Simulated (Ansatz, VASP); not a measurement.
# Ge (amorphous Ge at 4.34 g/cm^3) in two plane-wave programs, part 2 of 3

One calculation is typed for both programs; each brings its own data sets. How far apart do they land? Of the first pair: The structure shown is the start of the Ansatz relaxation below; VASP solves that cell, so the two are compared at the walk's first step.

VASP 6.6.1 and Ansatz 0.2.0.

So far: Set-up; Ansatz: relaxation, PBE.

**3. VASP: single point, PBE, start cell, pair 1**

Level of this step: PBE; plane waves and PAW (Ge_d) (VASP).

The same cell, functional, mesh and smearing now go to VASP, with its own data sets.

Lines of VASP's logs that name or quote its potential files are left out, and so is its time.

INCAR reads:

```
SYSTEM = Ge
PREC = Accurate
ENCUT = 410
EDIFF = 1E-06
NELM = 120
ISMEAR = -1
SIGMA = 0.025
LREAL = Auto
ALGO = Normal
GGA = PE
NBANDS = 584
LORBIT = 11
LWAVE = .FALSE.
LCHARG = .FALSE.
ISIF = 2
LASPH = .TRUE.
GGA_COMPAT = .FALSE.
EFERMI = MIDGAP
NCORE = 2
```

POSCAR reads:

```
Ge
1.0
   12.5980000000      0.0000000000      0.0000000000
    0.0000000000     12.5980000000      0.0000000000
    0.0000000000      0.0000000000     12.5980000000
Ge
72
Direct
    0.2211382759      0.4672725829      0.3353468805
    0.6343625972      0.6181377997      0.0788379108
    0.9654389586      0.9128274329      0.0257898079
    0.0616764566      0.1976186696      0.0361406572
    0.1406810605      0.6811398635      0.5907604382
    0.1471979679      0.8773932370      0.6170265121
    0.7108191776      0.1532624226      0.6792506747
    0.6416335926      0.5638196539      0.3978568027
    0.9971503413      0.1928798222      0.3409668201
    0.9116764566      0.8307112240      0.8537625020
    0.0038577552      0.3558977615      0.9222098746
    0.6965391332      0.7521511351      0.4506667725
    0.7157564693      0.7229004604      0.6431338308
    0.9230671535      0.3506032704      0.4301317669
    0.0231227179      0.4964835688      0.3544769011
    0.9257659946      0.5221384347      0.1829020479
    0.6548976028      0.9434195904      0.0578822035
    0.5698920464      0.4512065407      0.9908874425
    0.6249563423      0.7722019368      0.9566597873
    0.9697809176      0.6269328465      0.4999761867
    0.7264010160      0.8377996507      0.8009207811
    0.8301635180      0.9955866010      0.1407921892
    0.0056834418      0.9549928560      0.7315208763
    0.5211700270      0.7436418479      0.6508890300
    0.2831322432      0.5729639625      0.4981266868
    0.7395062708      0.2007302746      0.8709636450
    0.1653198920      0.6497063026      0.7834338784
    0.9885616765      0.6501825687      0.8709160184
    0.5378710906      0.8983965709      0.2014208605
    0.2884584855      0.0140736625      0.3525003969
    0.7610017463      0.6167566280      0.2349817431
    0.8992379743      0.0943562470      0.6332116209
    0.8730909668      0.7448483886      0.3562628989
    0.2581203366      0.0168598190      0.9162565487
    0.0444911891      0.6158914113      0.0548579140
    0.6161295444      0.9229480870      0.3767423401
    0.1619304652      0.4674392761      0.9885061121
    0.1232973488      0.9342197174      0.4310128592
    0.9515875536      0.0389823782      0.4434037149
    0.9132401969      0.1795284966      0.1646213685
    0.2617082077      0.8556913796      0.0445070646
    0.2648833148      0.4837593269      0.8170503254
    0.2993094142      0.3095967614      0.4421495475
    0.4773535482      0.7049690427      0.8366804255
    0.7465073821      0.4246388316      0.5011271630
    0.4622162248      0.0196380378      0.4652087633
    0.6136688363      0.0008890300      0.7600015876
    0.4789966661      0.2167407525      0.4584934117
    0.2961819336      0.9312033656      0.7360295285
    0.4628988728      0.5123591046      0.8384584855
    0.4908715669      0.4387680584      0.6542863947
    0.8177012224      0.9392363867      0.3326162883
    0.8773773615      0.4939911097      0.8153595809
    0.2984203842      0.7776789967      0.8604461026
    0.9402603588      0.1820368312      0.8221622480
    0.3928004445      0.1303381489      0.0353310049
    0.2729877758      0.4130179394      0.1428083823
    0.8275916812      0.5572471821      0.6284092713
    0.1980076203      0.1861882839      0.3225829497
    0.2296396253      0.2225908874      0.1318622003
    0.0622003493      0.0445308779      0.9118828385
    0.5822114621      0.0833465629      0.9440625496
    0.4669312589      0.9364264169      0.6447293221
    0.3642800445      0.9735989840      0.1704635656
    0.6142403556      0.2982219400      0.5792983013
    0.8749563423      0.3606127957      0.0829973012
    0.2933084617      0.4101603429      0.6221384347
    0.7448404509      0.3835370694      0.9340530243
    0.4479123670      0.3291395460      0.0922606763
    0.4814732497      0.5949436418      0.5282425782
    0.0613589459      0.7923797428      0.3110573107
    0.0910303223      0.7957691697      0.1173202096
```

KPOINTS reads:

```
Automatic mesh
0
Gamma
1 1 1
0 0 0
```

Potentials, in the order of the species: Ge_d (PBE family, release 64).

The run is started by

```sh
mpirun -np 8 vasp_gam
```

Numbers of over 12 decimals in the logs are rounded to 6 here.

The program printed:

```text
[banner, memory and clock lines left out]
running    8 mpi-ranks, on    1 nodes
[...]
LDA part: xc-table for (Slater+PW92), standard interpolation
 POSCAR, INCAR and KPOINTS ok, starting setup
[...]
entering main loop
       N       E                     dE             d eps       ncg     rms          rms(c)
DAV:   1     0.191210741072E+05    0.19121E+05   -0.37815E+05  1192   0.461E+03
DAV:   2     0.441164787009E+04   -0.14709E+05   -0.14260E+05  1184   0.107E+03
DAV:   3     0.558228487112E+03   -0.38534E+04   -0.37016E+04  1208   0.293E+02
DAV:   4    -0.227617008605E+03   -0.78585E+03   -0.72508E+03  1328   0.126E+02
[...]
DAV:  19    -0.304336909975E+03   -0.67079E-05   -0.36890E-05  1256   0.578E-02    0.316E-03
DAV:  20    -0.304336912677E+03   -0.27023E-05   -0.24277E-05  1168   0.223E-02    0.216E-03
DAV:  21    -0.304336913030E+03   -0.35344E-06   -0.43010E-06  1032   0.181E-02
   1 F= -.30433691E+03 E0= -.30430493E+03  d E =-.639642E-01
```

From OUTCAR (step 3):

```text
 POSITION                                       TOTAL-FORCE (eV/Angst)
 -----------------------------------------------------------------------------------
      2.78590      5.88670      4.22470         0.387494      0.032077      0.069963
      7.99170      7.78730      0.99320        -0.377040      0.413344      0.333307
     12.16260     11.49980      0.32490        -0.043459      0.006783     -0.251282
      0.77700      2.48960      0.45530        -0.003585      0.104725      0.197171
      1.77230      8.58100      7.44240         0.001377     -0.144932     -0.215645
      1.85440     11.05340      7.77330         0.237029      0.026767      0.003233
      8.95490      1.93080      8.55720         0.025489     -0.016382      0.226118
      8.08330      7.10300      5.01220        -0.179172     -0.006329     -0.144300
     12.56210      2.42990      4.29550         0.000195      0.325501     -0.033400
     11.48530     10.46530     10.75570         0.248112     -0.101032     -0.000548
      0.04860      4.48360     11.61800         0.065498      0.584728     -0.110215
      8.77500      9.47560      5.67750        -0.390061      0.014022      0.407304
      9.01710      9.10710      8.10220         0.426891      0.360113      0.337737
     11.62880      4.41690      5.41880        -0.198282     -0.005150      0.311443
[...]
-----------------------------------------------------------------------------------
    total drift:                               -0.013328     -0.006703     -0.011151

  FREE ENERGIE OF THE ION-ELECTRON SYSTEM (eV)
  ---------------------------------------------------
  free  energy   TOTEN  =      -304.3369130304 eV

  energy  without entropy=     -304.2729488479  energy(sigma->0) =     -304.30493094

[... 1 further part left out ...]
```

The gap is under twice the smearing width, so the edge states are partly filled and the run can't tell a small gap from a semimetal.

**4. Comparison**

Known differences besides the potentials themselves: the cutoff is 420 eV in Ansatz and 410 eV in VASP (PREC = Accurate, projectors in real space). Total energies have different zeros and are not compared.

Forces on 10 of the 72 atoms, those with the largest forces and the largest differences (eV/Å; atoms numbered as in POSCAR):

```
atom         Ansatz x, y, z           VASP x, y, z
 Ge2   -0.380, 0.410, 0.337   -0.377, 0.413, 0.333
Ge12   -0.391, 0.016, 0.400   -0.390, 0.014, 0.407
Ge13    0.430, 0.357, 0.338    0.427, 0.360, 0.338
Ge28  -0.646, -0.040, 0.118  -0.648, -0.041, 0.120
Ge29   0.106, -0.797, 0.078   0.106, -0.794, 0.079
Ge39   0.106, -0.258, 0.412   0.110, -0.253, 0.409
Ge44   -0.004, 0.000, 0.366  -0.011, -0.005, 0.365
Ge62   0.069, 0.435, -0.573   0.070, 0.434, -0.572
Ge68    0.097, 0.668, 0.129    0.092, 0.667, 0.131
Ge69   0.403, -0.409, 0.465   0.401, -0.410, 0.464
```

The forces differ by 2.3 meV/Å r.m.s., which is 1.0 % of the r.m.s. force of 0.241 eV/Å (both taken over all components).

**5. Ansatz: relaxation, PBE**

This run makes the geometry at which the two programs are then compared.

The structure compared here is the end of the Ansatz relaxation.

input.yaml reads:

```yaml
crystal:
  lattice:
    - [12.598, 0.0, 0.0]
    - [0.0, 12.598, 0.0]
    - [0.0, 0.0, 12.598]
  atoms:
    - { symbol: Ge, position: [0.22114, 0.46727, 0.33535] }
    - { symbol: Ge, position: [0.63436, 0.61814, 0.07884] }
    - { symbol: Ge, position: [0.96544, 0.91283, 0.02579] }
    - { symbol: Ge, position: [0.06168, 0.19762, 0.03614] }
    - { symbol: Ge, position: [0.14068, 0.68114, 0.59076] }
    - { symbol: Ge, position: [0.1472, 0.87739, 0.61703] }
    - { symbol: Ge, position: [0.71082, 0.15326, 0.67925] }
    - { symbol: Ge, position: [0.64163, 0.56382, 0.39786] }
    - { symbol: Ge, position: [0.99715, 0.19288, 0.34097] }
    - { symbol: Ge, position: [0.91168, 0.83071, 0.85376] }
    - { symbol: Ge, position: [0.00386, 0.3559, 0.92221] }
    - { symbol: Ge, position: [0.69654, 0.75215, 0.45067] }
    - { symbol: Ge, position: [0.71576, 0.7229, 0.64313] }
    - { symbol: Ge, position: [0.92307, 0.3506, 0.43013] }
    - { symbol: Ge, position: [0.02312, 0.49648, 0.35448] }
    - { symbol: Ge, position: [0.92577, 0.52214, 0.1829] }
    - { symbol: Ge, position: [0.6549, 0.94342, 0.05788] }
    - { symbol: Ge, position: [0.56989, 0.45121, 0.99089] }
    - { symbol: Ge, position: [0.62496, 0.7722, 0.95666] }
    - { symbol: Ge, position: [0.96978, 0.62693, 0.49998] }
    - { symbol: Ge, position: [0.7264, 0.8378, 0.80092] }
    - { symbol: Ge, position: [0.83016, 0.99559, 0.14079] }
    - { symbol: Ge, position: [0.00568, 0.95499, 0.73152] }
    - { symbol: Ge, position: [0.52117, 0.74364, 0.65089] }
    - { symbol: Ge, position: [0.28313, 0.57296, 0.49813] }
    - { symbol: Ge, position: [0.73951, 0.20073, 0.87096] }
    - { symbol: Ge, position: [0.16532, 0.64971, 0.78343] }
    - { symbol: Ge, position: [0.98856, 0.65018, 0.87092] }
    - { symbol: Ge, position: [0.53787, 0.8984, 0.20142] }
    - { symbol: Ge, position: [0.28846, 0.01407, 0.3525] }
    - { symbol: Ge, position: [0.761, 0.61676, 0.23498] }
    - { symbol: Ge, position: [0.89924, 0.09436, 0.63321] }
    - { symbol: Ge, position: [0.87309, 0.74485, 0.35626] }
    - { symbol: Ge, position: [0.25812, 0.01686, 0.91626] }
    - { symbol: Ge, position: [0.04449, 0.61589, 0.05486] }
    - { symbol: Ge, position: [0.61613, 0.92295, 0.37674] }
    - { symbol: Ge, position: [0.16193, 0.46744, 0.98851] }
    - { symbol: Ge, position: [0.1233, 0.93422, 0.43101] }
    - { symbol: Ge, position: [0.95159, 0.03898, 0.4434] }
    - { symbol: Ge, position: [0.91324, 0.17953, 0.16462] }
    - { symbol: Ge, position: [0.26171, 0.85569, 0.04451] }
    - { symbol: Ge, position: [0.26488, 0.48376, 0.81705] }
    - { symbol: Ge, position: [0.29931, 0.3096, 0.44215] }
    - { symbol: Ge, position: [0.47735, 0.70497, 0.83668] }
    - { symbol: Ge, position: [0.74651, 0.42464, 0.50113] }
    - { symbol: Ge, position: [0.46222, 0.01964, 0.46521] }
    - { symbol: Ge, position: [0.61367, 0.00089, 0.76] }
    - { symbol: Ge, position: [0.479, 0.21674, 0.45849] }
    - { symbol: Ge, position: [0.29618, 0.9312, 0.73603] }
    - { symbol: Ge, position: [0.4629, 0.51236, 0.83846] }
    - { symbol: Ge, position: [0.49087, 0.43877, 0.65429] }
    - { symbol: Ge, position: [0.8177, 0.93924, 0.33262] }
    - { symbol: Ge, position: [0.87738, 0.49399, 0.81536] }
    - { symbol: Ge, position: [0.29842, 0.77768, 0.86045] }
    - { symbol: Ge, position: [0.94026, 0.18204, 0.82216] }
    - { symbol: Ge, position: [0.3928, 0.13034, 0.03533] }
    - { symbol: Ge, position: [0.27299, 0.41302, 0.14281] }
    - { symbol: Ge, position: [0.82759, 0.55725, 0.62841] }
    - { symbol: Ge, position: [0.19801, 0.18619, 0.32258] }
    - { symbol: Ge, position: [0.22964, 0.22259, 0.13186] }
    - { symbol: Ge, position: [0.0622, 0.04453, 0.91188] }
    - { symbol: Ge, position: [0.58221, 0.08335, 0.94406] }
    - { symbol: Ge, position: [0.46693, 0.93643, 0.64473] }
    - { symbol: Ge, position: [0.36428, 0.9736, 0.17046] }
    - { symbol: Ge, position: [0.61424, 0.29822, 0.5793] }
    - { symbol: Ge, position: [0.87496, 0.36061, 0.083] }
    - { symbol: Ge, position: [0.29331, 0.41016, 0.62214] }
    - { symbol: Ge, position: [0.74484, 0.38354, 0.93405] }
    - { symbol: Ge, position: [0.44791, 0.32914, 0.09226] }
    - { symbol: Ge, position: [0.48147, 0.59494, 0.52824] }
    - { symbol: Ge, position: [0.06136, 0.79238, 0.31106] }
    - { symbol: Ge, position: [0.09103, 0.79577, 0.11732] }
kpoints:
  mp_grid: { grid: [1, 1, 1] }
hamiltonian:
  xc: pbe
scf:
  occupations: { method: fermi_dirac, width: 0.025 }
output:
  forces: true
relax:
  f_tol: 0.05
  max_steps: 150
```

The run is started by

```sh
ansatz run input.yaml --threads 8 --pin off --max-ram 15872MiB --backend cpu --events-out ev --progress --plain --runs-dir out
```

The program printed:

```text
[...]
Crystal: 72 atoms, lattice volume = 1999.424 Å³
Basis set: ecut = 420 eV, 39127 PW (Γ), exchange–correlation on 180×180×180 points (8 copies of the dense FFT grid, shifted against one another)
Bands: 605, of which v1, the nominal top of the filled ones, is band 504 counted from 1 (503 counted from 0)
Symmetry: 1 space group operations
[...]
k-points: 1
[...]
SCF iter   1: F=—  HF=-309218.033708 eV  |F-HF|=—  |Δ(HF+E_count)|=         —  Δρ=3.60e-3  dr2=1.02e0  ethr=1.77e-3  ⟨swp⟩=6.0  Hψ=1978  notcnv=0  defer=70
[...]
- { symbol: Ge, position: [0.967739, 0.915812, 0.024843] }
    - { symbol: Ge, position: [0.067749, 0.192646, 0.026080] }
    - { symbol: Ge, position: [0.137197, 0.690822, 0.593473] }
    - { symbol: Ge, position: [0.153966, 0.889659, 0.614529] }
    - { symbol: Ge, position: [0.703492, 0.161697, 0.681687] }
    - { symbol: Ge, position: [0.639658, 0.571091, 0.384630] }
[...]
- { symbol: Ge, position: [0.476903, 0.307432, 0.162111] }
    - { symbol: Ge, position: [0.477932, 0.578325, 0.520679] }
    - { symbol: Ge, position: [0.091481, 0.758959, 0.329040] }
    - { symbol: Ge, position: [0.088476, 0.801668, 0.128876] }
```

(Part 2 of 3 ends here.)

[Lines on the potential files, build, host, timing and source positions are cut from VASP's logs without a mark.]

[Logs are printed without paths, hosts, clocks, repeated set-up lines and the standing remarks that a program may print on its own settings, such as how far it seeks lower states.]

[Hosts, paths, dates, database ids (printed as entryN), source tags and the programs' standing remarks are cut or masked in the printed files.]
